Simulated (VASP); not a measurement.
Computed with PBE GGA with D3 dispersion (zero damping), VASP's PBE PAW potentials (set 64) (plane waves; VASP 6.6.1).

The input files of a VASP run:

**KPOINTS**
```
k-points along high-symmetry lines
10
Line-mode
Reciprocal
  0.000000   0.000000   0.000000 ! GAMMA
 -0.000000   0.500000   0.000000 ! M

 -0.000000   0.500000   0.000000 ! M
 -0.333333   0.666667   0.000000 ! K

 -0.333333   0.666667   0.000000 ! K
  0.000000   0.000000   0.000000 ! GAMMA

  0.000000   0.000000   0.000000 ! GAMMA
  0.000000   0.000000   0.500000 ! A

  0.000000   0.000000   0.500000 ! A
 -0.000000   0.500000   0.500000 ! L

 -0.000000   0.500000   0.500000 ! L
 -0.333333   0.666667   0.500000 ! H

 -0.333333   0.666667   0.500000 ! H
  0.000000   0.000000   0.500000 ! A

 -0.000000   0.500000   0.500000 ! L
 -0.000000   0.500000   0.000000 ! M

 -0.333333   0.666667   0.500000 ! H
 -0.333333   0.666667   0.000000 ! K
```

### INCAR
```
SYSTEM  =  Co
PREC  =  Accurate; ENCUT  =  520; LREAL  =  .FALSE.
LASPH  =  .TRUE.; ICHARG  =  11
EDIFF  =  1E-7; NELM  =  100; ALGO  =  Normal
LMAXMIX  =  4
ISMEAR  =  0; SIGMA  =  0.05
GGA  =  PE; IVDW  =  11
ISPIN  =  2; MAGMOM  =  2*1.6
LWAVE  =  .FALSE.; LCHARG  =  .FALSE.; LORBIT  =  11
```

File POSCAR:
```
Co
1
    1.2339444646    -2.1372547309     0.0000000000
    1.2339444646     2.1372547309     0.0000000000
    0.0000000000     0.0000000000     3.9900177134
Co
2
Direct
  0.3333330000   0.6666670000   0.2500000000
  0.6666670000   0.3333330000   0.7500000000
```

POTCAR, in this order: Co (PBE.64 set). Program: vasp_std. Read from the step before: CHGCAR.

The resulting files:

**OSZICAR**
```
       N       E                     dE             d eps       ncg     rms          rms(c)
DAV:   1     0.783813606523E+02    0.78381E+02   -0.86089E+03  5528   0.164E+03
DAV:   2    -0.120675672528E+02   -0.90449E+02   -0.83654E+02  5414   0.252E+02
DAV:   3    -0.142305940352E+02   -0.21630E+01   -0.21195E+01  6653   0.545E+01
DAV:   4    -0.142662243237E+02   -0.35630E-01   -0.35624E-01  8104   0.525E+00
DAV:   5    -0.142664522342E+02   -0.22791E-03   -0.22791E-03  6773   0.429E-01
DAV:   6    -0.142664624956E+02   -0.10261E-04   -0.10262E-04  8185   0.537E-02
DAV:   7    -0.142664625365E+02   -0.40975E-07   -0.40732E-07  5925   0.470E-03
   1 F= -.14972561E+02 E0= -.14971031E+02  d E =-.306081E-02  mag=     3.1402
```

**OUTCAR**
```



 magnetization (x)

# of ion       s       p       d       tot
------------------------------------------
    1       -0.014  -0.055   1.696   1.626
    2       -0.014  -0.055   1.696   1.626
--------------------------------------------------
tot         -0.029  -0.110   3.392   3.253
```
(Selected blocks of OUTCAR.)

### OUTCAR
```
 val. band max:       10.5484232330   @ k =   0.0000   0.0000   0.0000

 cond. band min:      10.5818085366   @ k =   0.0000   0.0000   0.1111



 spin component 1

 k-point     1 :       0.0000    0.0000    0.0000
  band No.  band energies     occupation
      1       1.6116      1.00000
      2       5.4292      1.00000
      3       8.0518      1.00000
      4       8.0731      1.00000
      5       8.0731      1.00000
      6       8.4016      1.00000
      7       8.4016      1.00000
      8       8.7642      1.00000
      9       8.7642      1.00000
     10       9.9177      1.00000
     11       9.9177      1.00000
     12      10.6136      0.05712
     13      17.3372      0.00000
     14      32.9326      0.00000
     15      35.8199      0.00000

 k-point     2 :       0.0000    0.0556    0.0000
  band No.  band energies     occupation
      1       1.7227      1.00000
      2       5.4973      1.00000
      3       7.9122      1.00000
      4       8.1262      1.00000
      5       8.1975      1.00000
      6       8.3754      1.00000
      7       8.4486      1.00000
      8       8.7061      1.00000
      9       8.7301      1.00000
     10       9.3947      1.00000
     11       9.9325      1.00000
     12      11.2680      0.00000
     13      17.3547      0.00000
     14      32.1839      0.00000
     15      34.0945      0.00000

 k-point     3 :       0.0000    0.1111    0.0000
  band No.  band energies     occupation
      1       2.0511      1.00000
      2       5.6869      1.00000
      3       7.7327      1.00000
      4       8.2671      1.00000
      5       8.2813      1.00000
      6       8.3830      1.00000
      7       8.4065      1.00000
      8       8.5855      1.00000
      9       8.6373      1.00000
     10       8.9119      1.00000
     11       9.9703      1.00000
     12      12.2731      0.00000
     13      17.4117      0.00000
     14      29.9496      0.00000
...
```

The density is held fixed in this step, so its total energy and stress have no physical meaning.

The compound is Co in the hcp structure. It was relaxed first, which changed the volume by -5 %.
